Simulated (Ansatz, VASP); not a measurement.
**One calculation of Be4CuGe, two programs**

Contents of INCAR:

```
  ALGO = Normal
  EDIFF = 1E-7
  ENCUT = 520
  GGA = PE
  ISIF = 2
  ISMEAR = -1
  LASPH = True
  LCHARG = False
  LREAL = False
  LWAVE = False
  NBANDS = 26
  NELM = 80
  PREC = Accurate
  SIGMA = 0.05
```

File KPOINTS:

```
k-points
0
Gamma
  7 7 7
```

Contents of POSCAR:

```
Be4CuGe
1.0
    0.0000000000      3.1230460000      3.1230460000
    3.1230460000      0.0000000000      3.1230460000
    3.1230460000      3.1230460000      0.0000000000
Ge Cu Be
1 1 4
Direct
    0.0000000000      0.0000000000      0.0000000000
    0.2500000000      0.2500000000      0.2500000000
    0.1270610000      0.6243130000      0.6243130000
    0.6243130000      0.6243130000      0.6243130000
    0.6243130000      0.6243130000      0.1270610000
    0.6243130000      0.1270610000      0.6243130000
```

input.yaml

```yaml
crystal:
  lattice:
    - [0.0, 3.123046, 3.123046]
    - [3.123046, 0.0, 3.123046]
    - [3.123046, 3.123046, 0.0]
  atoms:
    - { symbol: Ge, position: [0.0, 0.0, 0.0] }
    - { symbol: Cu, position: [0.25, 0.25, 0.25] }
    - { symbol: Be, position: [0.127061, 0.624313, 0.624313] }
    - { symbol: Be, position: [0.624313, 0.624313, 0.624313] }
    - { symbol: Be, position: [0.624313, 0.624313, 0.127061] }
    - { symbol: Be, position: [0.624313, 0.127061, 0.624313] }
hamiltonian:
  xc: pbe
  pseudopotentials: { kind: paw }
kpoints:
  mp_grid: { grid: [7, 7, 7] }
scf:
  occupations: { method: fermi_dirac, width: 0.05 }
output:
  forces: true
  stress: true
  eigenvalues: true
  write_density: true
  write_potential: true
  elf: true
  volumetric_format: npy
```

The cell comes from a database or a generator and needn't be the stable form of this composition.

Alike in both runs: task single point; functional PBE; k mesh 7 × 7 × 7; occupations fermi-dirac, width 0.05 eV; no spin polarisation.

|  | VASP | Ansatz |
| --- | --- | --- |
| version | VASP 6.6.1 | Ansatz 0.2.0 |
| potentials or method | VASP PAW PBE potentials, release 64 (Ge_d, Cu, Be) | Ansatz PAW |
| plane-wave cutoff (eV) | 520 | 420 |
| valence electrons in the cell | 33 | 41 |

```csv
,VASP,Ansatz,Ansatz less VASP
gap on the k mesh at the Fermi level (eV),none,none,-
pressure (GPa),0.9,0.7,-0.20
```

A gap of «none» marks a metal or a gap that the smearing closes. The functional is the same, so the differences come from potentials, cutoffs and numerics. The two sets of potentials don't hold the same shells in valence.
